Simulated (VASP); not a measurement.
# SrCoSe (Pmmm) in VASP: relaxation of cell and atoms with PBE

Aim: the relaxation of cell and atoms of SrCoSe with PBE.

All numbers are computed with VASP 6.6.1; they aren't measurements. Logs are shortened: lines on timing, memory, paths and dates and some standing lists are left out, and cuts for length are marked.

## 1. The cell of the first run

The structure is orthorhombic, space group Pmmm (No. 47). The conventional cell has a = 3.955 Å, b = 3.996 Å, c = 4.079 Å, α = 90.00°, β = 90.00°, γ = 90.00°. Sr (site symmetry mmm) has 4 Se at 2.81 Å as nearest neighbours. Around Co (site symmetry mmm) lie 2 Se at 2.04 Å. Around Se (site symmetry mmm) lie 2 Co at 2.04 Å.

The cell was built by a generator and needn't be a form met in nature.

## 2. Relaxation of cell and atoms, PBE, collinear spin, typed start (species swapped into the ErCoC type (Pmmm, No. 47))

Contents of INCAR:

```
SYSTEM = SrCoSe
PREC = Accurate
ENCUT = 600
EDIFF = 1E-6
ISMEAR = 0
SIGMA = 0.1
LREAL = .False.
LASPH = .True.
NELM = 150
ALGO = Normal
ISIF = 3
LWAVE = .False.
LCHARG = .False.
ISPIN = 2
MAGMOM = 0 3 0
LORBIT = 11
LMAXMIX = 4
GGA = PE
IBRION = 2
NSW = 90
EDIFFG = -0.04
```

Contents of KPOINTS:

```
regular mesh
0
Gamma
  4 4 4
  0 0 0
```

Contents of POSCAR:

```
SrCoSe
1.0
    3.9549533300      0.0000000000      0.0000000000
    0.0000000000      3.9961053700      0.0000000000
    0.0000000000      0.0000000000      4.0794835900
Sr Co Se
1 1 1
Direct
    0.0000000000      0.0000000000      0.0000000000
    0.5000000000      0.5000000000      0.5000000000
    0.5000000000      0.5000000000      0.0000000000
```

Potentials or basis: VASP PAW PBE potentials, release 64 (Sr_sv, Co, Se).

On the command line:

```console
cat potpaw_PBE.64/Sr_sv/POTCAR potpaw_PBE.64/Co/POTCAR potpaw_PBE.64/Se/POTCAR > POTCAR
mpirun -np 1 vasp_std > vasp.out
```

OUTCAR:

```text
SYSTEM = SrCoSe
   PREC = Accurate
   ENCUT = 600
   EDIFF = 1E-6
   ISMEAR = 0
   LREAL = .False.
   LASPH = .True.
   NELM = 150
   ISIF = 3
   ISPIN = 2
   LORBIT = 11
   GGA = PE
   IBRION = 2
   NSW = 90
   EDIFFG = -0.04

 ion  position               nearest neighbor table
   1  0.000  0.000  0.000-   3 2.81   3 2.81   3 2.81   3 2.81   2 3.47   2 3.47   2 3.47   2 3.47
                             2 3.47   2 3.47   2 3.47   2 3.47
   2  0.500  0.500  0.500-   3 2.04   3 2.04   1 3.47   1 3.47   1 3.47   1 3.47   1 3.47   1 3.47
                             1 3.47   1 3.47
   3  0.500  0.500  0.000-   2 2.04   2 2.04   1 2.81   1 2.81   1 2.81   1 2.81

  LATTYP: Found a simple orthorhombic cell.
 ALAT       =     3.9549533300
 B/A-ratio  =     1.0104051898
 C/A-ratio  =     1.0314871630

  Lattice vectors:

 A1 = (   3.9549533300,   0.0000000000,   0.0000000000)
 A2 = (   0.0000000000,   3.9961053700,   0.0000000000)
 A3 = (   0.0000000000,   0.0000000000,   4.0794835900)

Analysis of symmetry for initial positions (statically):
=====================================================================
 Subroutine PRICEL returns:
 Original cell was already a primitive cell.

 Routine SETGRP: Setting up the symmetry group for a
 simple orthorhombic supercell.

 Subroutine GETGRP returns: Found  8 space group operations
 (whereof  8 operations were pure point group operations)
 out of a pool of  8 trial point group operations.

The static configuration has the point symmetry D_2h.

Analysis of symmetry for dynamics (positions and initial velocities):
=====================================================================
 Subroutine PRICEL returns:
 Original cell was already a primitive cell.

 Routine SETGRP: Setting up the symmetry group for a
 simple orthorhombic supercell.

 Subroutine GETGRP returns: Found  8 space group operations
 (whereof  8 operations were pure point group operations)
 out of a pool of  8 trial point group operations.

The dynamic configuration has the point symmetry D_2h.

Analysis of structural, dynamic, and magnetic symmetry:
=====================================================================
 Subroutine PRICEL returns:
 Original cell was already a primitive cell.

 Routine SETGRP: Setting up the symmetry group for a
 simple orthorhombic supercell.

 Subroutine GETGRP returns: Found  8 space group operations
 (whereof  8 operations were pure point group operations)
 out of a pool of  8 trial point group operations.

The overall configuration has the point symmetry D_2h.

 Subroutine INISYM returns: Found  8 space group operations
 (whereof  8 operations are pure point group operations),
 and found     1 'primitive' translations

----------------------------------------------------------------------------------------

                                     Primitive cell

  volume of cell :      64.4738

  direct lattice vectors                    reciprocal lattice vectors
     3.954953330  0.000000000  0.000000000     0.252847484  0.000000000  0.000000000
     0.000000000  3.996105370  0.000000000     0.000000000  0.250243652  0.000000000
     0.000000000  0.000000000  4.079483590     0.000000000  0.000000000  0.245129065

  length of vectors
     3.954953330  3.996105370  4.079483590     0.252847484  0.250243652  0.245129065

  position of ions in fractional coordinates (direct lattice)
     0.000000000  0.000000000  0.000000000
     0.500000000  0.500000000  0.500000000
     0.500000000  0.500000000  0.000000000

  ion indices of the primitive-cell ions
   primitive index   ion index
                 1           1
                 2           2
                 3           3

----------------------------------------------------------------------------------------

 KPOINTS: regular mesh

Automatic generation of k-mesh.
 Grid dimensions read from file:
 generate k-points for:    4    4    4

 Generating k-lattice:

  Cartesian coordinates                     Fractional coordinates (reciprocal lattice)
     0.063211871  0.000000000  0.000000000     0.250000000  0.000000000  0.000000000
     0.000000000  0.062560913  0.000000000     0.000000000  0.250000000  0.000000000
     0.000000000  0.000000000  0.061282266     0.000000000  0.000000000  0.250000000

  Length of vectors
     0.063211871  0.062560913  0.061282266

  Shift w.r.t. Gamma in fractional coordinates (k-lattice)
     0.000000000  0.000000000  0.000000000

 Subroutine IBZKPT returns following result:
 ===========================================

 Found     27 irreducible k-points:

 Following reciprocal coordinates:
            Coordinates               Weight
  0.000000  0.000000  0.000000      1.000000
  0.250000  0.000000  0.000000      2.000000
  0.500000  0.000000  0.000000      1.000000
  0.000000  0.250000  0.000000      2.000000
  0.250000  0.250000  0.000000      4.000000
  0.500000  0.250000  0.000000      2.000000
[... 16 lines left out ...]
  0.250000  0.250000  0.500000      4.000000
  0.500000  0.250000  0.500000      2.000000
 [... further k-points ...]
   k-points           NKPTS =     27   k-points in BZ     NKDIM =     27   number of bands    NBANDS=     18
   number of dos      NEDOS =    301   number of ions     NIONS =      3
   total plane-waves  NPLWV =  36864
   dimension x,y,z NGX =    32 NGY =   32 NGZ =   36
   dimension x,y,z NGXF=    64 NGYF=   64 NGZF=   72
   ions per type =               1   1   1
   NGX,Y,Z   is equivalent  to a cutoff of  13.45, 13.31, 14.67 a.u.
   NGXF,Y,Z  is equivalent  to a cutoff of  26.90, 26.63, 29.34 a.u.
 SYSTEM =  SrCoSe
   PREC   = accura    normal or accurate (medium, high low for compatibility)
   ISTART =      0    job   : 0-new  1-cont  2-samecut
   ICHARG =      2    charge: 1-file 2-atom 10-const
   ISPIN  =      2    spin polarized calculation?
   LNONCOLLINEAR =      F non collinear calculations
   LSORBIT =      F    spin-orbit coupling
   LASPH  =      T    aspherical Exc in radial PAW
   ENCUT  =  600.0 eV  44.10 Ry    6.64 a.u.   7.90  7.98  8.15*2*pi/ulx,y,z
   NELM   =    150;   NELMIN=  2; NELMDL= -5     # of ELM steps
   EDIFF  = 0.1E-05   stopping-criterion for ELM
   LREAL  =      F    real-space projection
   EDIFFG = -.4E-01   stopping-criterion for IOM
   NSW    =     90    number of steps for IOM
   IBRION =      2    ionic relax: 0-MD 1-quasi-New 2-CG
   NFREE  =      1    steps in history (QN), initial steepest desc. (CG)
   ISIF   =      3    stress and relaxation
   ISYM   =      2    0-nonsym 1-usesym 2-fastsym
   POTIM  = 0.5000    time-step for ionic-motion
   TEBEG  =    0.0;   TEEND  =   0.0 temperature during run
   PSTRESS=    0.0 pullay stress
   NELECT =      25.0000    total number of electrons
   NUPDOWN=      -1.0000    fix difference up-down
   EMIN   =  10.00;   EMAX   =-10.00  energy-range for DOS
   EFERMI =   0.00;   METHOD = LEGACY
   ISMEAR =     0;   SIGMA  =   0.10  broadening in eV -4-tet -1-fermi 0-gaus
   EFERMI_NEDOS =   21; number of points for ismear=-14 and -15
   IALGO  =     38    algorithm
   IMIX   =      4    mixing-type and parameters
     AMIX     =   0.40;   BMIX     =  1.00
     AMIX_MAG =   1.60;   BMIX_MAG =  1.00
  volume/ion in A,a.u.               =      21.49       145.03
  Fermi-wavevector in a.u.,A,eV,Ry     =   1.193787  2.255931 19.390050  1.425128
  Thomas-Fermi vector in A             =   2.329793
   LORBIT       =     11    0 simple, 1 ext, 2 COOP (PROOUT), +10 PAW based schemes
   GGA     = PE    functional components
   LHFCALC =     F    Hartree Fock is set to
   AEXX    =    0.0000 exact exchange contribution
   IVDW    =     0    specifies the selected vdW correction
   LEPSILON=     F    determine dielectric tensor
   LRPA    =     F    only Hartree local field effects (RPA)
 conjugate gradient relaxation of ions
 spin polarized calculation
 Gauss-broadening in eV      SIGMA  =   0.10
  energy-cutoff  :      600.00
  volume of cell :       64.47
 maximum number of plane-waves:      2200
 NGX is ok and might be reduce to    32
   NGX = 15   NGY = 15   NGZ = 17

--------------------------------------- Ionic step        1  -------------------------------------------

 number of electron      24.9999995 magnetization       0.8350739

 Free energy of the ion-electron system (eV)
  ---------------------------------------------------
  ext. energy  EPLUGINS =         0.00000000
  ---------------------------------------------------
  free energy    TOTEN  =       -12.52737825 eV

  energy without entropy =      -12.51365099  energy(sigma->0) =      -12.52051462

 E-fermi :   5.0683     XC(G=0): -10.0081

 val. band max:        5.0369693272   @ k =   0.5000   0.0000   0.0000
 cond. band min:       5.0689135319   @ k =   0.2500   0.5000   0.5000
 fundamental gap:      0.0319442048
 Fermi energy:         5.0682701608

 spin component 1

 k-point     1 :       0.0000    0.0000    0.0000
  band No.  band energies     occupation
      1     -29.9742      1.00000
      2     -12.1222      1.00000
      3     -12.1076      1.00000
      4     -11.9905      1.00000
      5      -9.8786      1.00000
      6       1.2944      1.00000
[... 10 lines left out ...]
     17      10.0281      0.00000
[... 1139 lines left out ...]
  energy  without entropy=      -13.5930780453  energy(sigma->0) =      -13.59745020

--------------------------------------- Ionic step        5  -------------------------------------------

 number of electron      25.0000002 magnetization      -1.1931631

 Free energy of the ion-electron system (eV)
  ---------------------------------------------------
  ext. energy  EPLUGINS =         0.00000000
  ---------------------------------------------------
  free energy    TOTEN  =       -13.60193911 eV

  energy without entropy =      -13.59322135  energy(sigma->0) =      -13.59758023

 E-fermi :   3.4897     XC(G=0):  -8.8520

 val. band max:        3.4825797464   @ k =   0.5000   0.5000   0.5000
 cond. band min:       3.4969337185   @ k =   0.5000   0.0000   0.5000
 fundamental gap:      0.0143539721
 Fermi energy:         3.4896626368

 spin component 1

 k-point     1 :       0.0000    0.0000    0.0000
  band No.  band energies     occupation
      1     -32.5020      1.00000
      2     -14.5325      1.00000
      3     -14.4906      1.00000
      4     -14.4891      1.00000
      5     -10.6454      1.00000
      6      -0.3746      1.00000
[... 10 lines left out ...]
     17       6.8906      0.00000
[... 1022 lines left out ...]
  FREE ENERGIE OF THE ION-ELECTRON SYSTEM (eV)
  ---------------------------------------------------
  free  energy   TOTEN  =       -13.6019391060 eV

  energy  without entropy=      -13.5932213489  energy(sigma->0) =      -13.59758023

 reached required accuracy - stopping structural energy minimisation

 total charge

# of ion       s       p       d       tot
------------------------------------------
    1        2.008   5.770   0.200   7.978
    2        0.378   0.300   7.406   8.084
    3        1.429   2.478   0.066   3.973
--------------------------------------------------
tot          3.814   8.548   7.671  20.034

 magnetization (x)

# of ion       s       p       d       tot
------------------------------------------
    1        0.002   0.007   0.026   0.034
    2       -0.012   0.019  -1.469  -1.462
    3       -0.002  -0.040   0.008  -0.035
--------------------------------------------------
tot         -0.012  -0.015  -1.436  -1.462
```

Wall time 2.5 min (1 thread of Intel Xeon 6975P-C (Granite Rapids), shared host); peak memory 0.27 GiB.

Results:

```yaml
Free_energy: -13.6019 eV
Relaxed_volume: 28.14 Å³/atom
Relaxed_cell: a = 4.336 Å, b = 4.372 Å, c = 4.453 Å, α = 90.00°, β = 90.00°, γ = 90.00°
Space_group_after_relaxing_to_0.05_Å: P4/mmm (No. 123)
Energy_gained_by_relaxing: 358.2 meV/atom
Ionic_steps: 5
Pressure_after_relaxing: -0.1 GPa
Band_gap_on_the_k_mesh: none (metal or under the smearing width)
Net_moment: -1.19 μB per cell
Site_moments: Sr +0.03; Co -1.46; Se -0.04 μB
Valence_electrons_inside_the_program's_atomic_spheres: Sr 7.98; Co 8.08; Se 3.97
```

Stress tensor (GPa, compression positive):
```
 0.01  0.00  0.00
 0.00 -0.19  0.00
 0.00  0.00 -0.12
```

The path:
| step | energy change (eV) | largest force (eV/Å) | pressure (GPa) | volume (Å³) |
| --- | --- | --- | --- | --- |
| 1 | 0.0000 | 0.0000 | 21.83 | 64.47 |
| 2 | -0.7491 | 0.0000 | -4.71 | 95.69 |
| 3 | -1.0230 | 0.0000 | 0.70 | 82.10 |
| 4 | -1.0744 | 0.0000 | -0.05 | 84.29 |
| 5 | -1.0746 | 0.0000 | -0.10 | 84.43 |

Final structure:
```xyz
3
Lattice="4.3362 0.0000 0.0000 0.0000 4.3725 0.0000 0.0000 0.0000 4.4531" Properties=species:S:1:pos:R:3 pbc="T T T"
Sr    0.0000    0.0000    0.0000
Co    2.1681    2.1862    2.2266
Se    2.1681    2.1862    0.0000
```

Levels at points of the mesh, in eV from the Fermi level:
Spin up:
```csv
k point,band 10,band 11,band 12,band 13,band 14,band 15
"(0.00, 0.00, 0.00)",-0.78,-0.78,-0.59,-0.55,0.22,1.47
"(0.50, 0.00, 0.00)",-0.88,-0.72,-0.60,0.12,0.35,1.45
"(0.00, 0.50, 0.00)",-0.88,-0.72,-0.60,0.12,0.33,1.43
"(0.50, 0.50, 0.00)",-1.00,-1.00,-0.53,0.33,1.61,2.66
"(0.00, 0.00, 0.50)",-0.48,-0.09,0.71,0.72,1.06,2.02
"(0.50, 0.00, 0.50)",-0.67,0.01,0.27,0.28,0.46,3.67
"(0.00, 0.50, 0.50)",-0.66,-0.01,0.26,0.27,0.47,3.70
"(0.50, 0.50, 0.50)",-0.30,-0.29,-0.12,0.35,0.52,0.52
```
Spin down:
```csv
k point,band 9,band 10,band 11,band 12,band 13,band 14,band 15,band 16,band 17,band 18
"(0.00, 0.00, 0.00)",-2.68,-2.22,-2.04,-2.04,-1.32,-0.44,1.01,3.18,3.36,4.43
"(0.50, 0.00, 0.00)",-2.15,-2.10,-2.01,-1.74,-1.36,0.67,1.08,4.32,4.34,4.62
"(0.00, 0.50, 0.00)",-2.16,-2.10,-2.01,-1.74,-1.35,0.65,1.05,4.20,4.36,4.91
"(0.50, 0.50, 0.00)",-2.16,-2.16,-1.89,-1.67,-1.65,1.68,2.40,3.33,3.35,3.73
"(0.00, 0.00, 0.50)",-2.21,-2.11,-1.27,-0.42,-0.40,1.09,2.22,2.49,3.34,4.05
"(0.50, 0.00, 0.50)",-2.17,-1.63,-1.39,-1.01,-0.75,0.37,3.81,3.85,4.52,4.59
"(0.00, 0.50, 0.50)",-2.18,-1.64,-1.39,-1.01,-0.74,0.36,3.84,3.91,4.40,4.62
"(0.50, 0.50, 0.50)",-1.88,-1.46,-1.06,-0.70,-0.69,-0.01,-0.01,4.02,4.27,4.63
```

Caveat: the k mesh is coarse (spacing up to 0.40 Å⁻¹), so the values aren't converged; the volume moved by over 15 % at a fixed basis, so the end points are rough; a cell with one magnetic atom can't hold antiferromagnetic order, which such compounds often take.
